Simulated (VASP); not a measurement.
Consider the following.

```
CELL_PARAMETERS angstrom
      0.00000     2.44725     2.44725
      2.44725     0.00000     2.44725
      2.44725     2.44725     0.00000
ATOMIC_POSITIONS crystal
  Al 0.00000 0.00000 0.00000
  As 0.50000 0.50000 0.50000
```

The numbers are results of PBEsol GGA, VASP's PBE PAW potentials (set 64) (plane waves; VASP 6.6.1), not measurements. Run with 500 eV cut-off, 13×13×13 Γ-centred mesh, first-order Methfessel-Paxton smearing of 0.10 eV, potentials Al As.

Q: Estimate the energy per atom (σ→0), pressure, band gap (on the k-mesh) with the smallest direct gap where there is one.

A: 
The band gap (on the k-mesh) comes out as none (metal, semimetal or under 0.01 eV). The energy per atom (σ→0) is -4.560 eV/atom and the pressure is 29.98 GPa.

The structure was generated: AlAs was put into the rock salt type (Fm-3m), which need not be its known phase. It was relaxed first under an external pressure of 30 GPa.
